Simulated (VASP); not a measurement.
An input for Quantum ESPRESSO's pw.x (written as the equivalent of a VASP run, and not itself run):

```
&CONTROL
  calculation = 'vc-relax'
  pseudo_dir = './pseudo'
  outdir = './out'
  tprnfor = .true.
  tstress = .true.
  nstep = 60
  forc_conv_thr = 0.00039
/
&SYSTEM
  ibrav = 0
  nat = 1
  ntyp = 1
  ecutwfc = 58
  occupations = 'smearing'
  smearing = 'methfessel-paxton'
  degauss = 0.00735
  input_dft = 'pw91'
/
&ELECTRONS
  conv_thr = 7.3e-08
  electron_maxstep = 100
/
&IONS
/
&CELL
/
ATOMIC_SPECIES
  Ta 180.948 Ta.upf
CELL_PARAMETERS angstrom
    -1.6616550    1.6616550    1.6616550
     1.6616550   -1.6616550    1.6616550
     1.6616550    1.6616550   -1.6616550
ATOMIC_POSITIONS crystal
  Ta   0.0000000  0.0000000  0.0000000
K_POINTS automatic
  14 14 14 0 0 0
```

**Question.** Translate this input to VASP (INCAR, KPOINTS, POSCAR, choice of POTCAR).

**Answer.** This is not unique; one that fits is 
**KPOINTS**
```
Automatic mesh
0
Gamma
14 14 14
0 0 0
```

### INCAR
```
! general
SYSTEM =Ta
PREC   =Accurate
ENCUT  =520   ! plane-wave cut-off (eV)
LREAL  =.FALSE.   ! projection in real space or not
LASPH  =.TRUE.

! electronic loop
EDIFF  =1E-6   ! SCF stop (eV)
NELM   =100
ALGO   =Normal   ! blocked Davidson
LMAXMIX=6

! smearing
ISMEAR =1
SIGMA  =0.1   ! width (eV)

! functional
GGA    =91   ! PW91

! ions
IBRION =2
NSW    =60
ISIF   =3   ! ions, shape and volume
EDIFFG =-0.01   ! ionic stop

! output
LWAVE  =.FALSE.
LCHARG =.FALSE.
```

**POSCAR**
```
Ta
1.0
 -1.6616550041   1.6616550041   1.6616550041
  1.6616550041  -1.6616550041   1.6616550041
  1.6616550041   1.6616550041  -1.6616550041
Ta
1
Cartesian
  0.0000000000   0.0000000000   0.0000000000
```

POTCAR, in this order: Ta_pv (PBE.64 set). Program: vasp_std.

Limits of the translation: the potentials are each code's own (VASP's PAW set, PseudoDojo norm-conserving files in pw.x), so ENCUT and ecutwfc are chosen apart and not converted; conv_thr bounds pw.x's estimated SCF error, while EDIFF bounds the energy change between steps; forc_conv_thr acts on force components and is met together with etot_conv_thr.

The compound is Ta in the bcc structure. It was relaxed first. The start is the result of an earlier pass.
